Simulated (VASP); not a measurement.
Here is the system:

```xyz
2
Lattice="2.8628 0.0000 0.0000 0.0000 2.8628 0.0000 0.0000 0.0000 2.8628" Properties=species:S:1:pos:R:3 pbc="T T T"
Al     1.4314     1.4314     1.4314
Ni     0.0000     0.0000     0.0000
```

The numbers are results of PBEsol GGA, VASP's PBE PAW potentials (set 64) (plane waves; VASP), not measurements. Settings: 400 eV cut-off, 11×11×11 Γ-centred mesh, first-order Methfessel-Paxton smearing of 0.10 eV, potentials Al Ni.

Task: Estimate the energy per atom (σ→0), band gap (on the k-mesh) with the smallest direct gap where there is one.

Result: 
```
Item                                                        Result
------------------------  ----------------------------------------
band gap (on the k-mesh)  none (metal, semimetal or under 0.01 eV)
energy per atom (σ→0)                               -5.791 eV/atom
```

The absolute energy has meaning only against runs of the same code, potentials and settings.

The compound is NiAl in the CsCl type structure. It was relaxed first. The start is the result of an earlier pass. The run is not spin-polarised, so no magnetic state was tried. The electron count is odd and the run is not spin-polarised, which forces a metal.
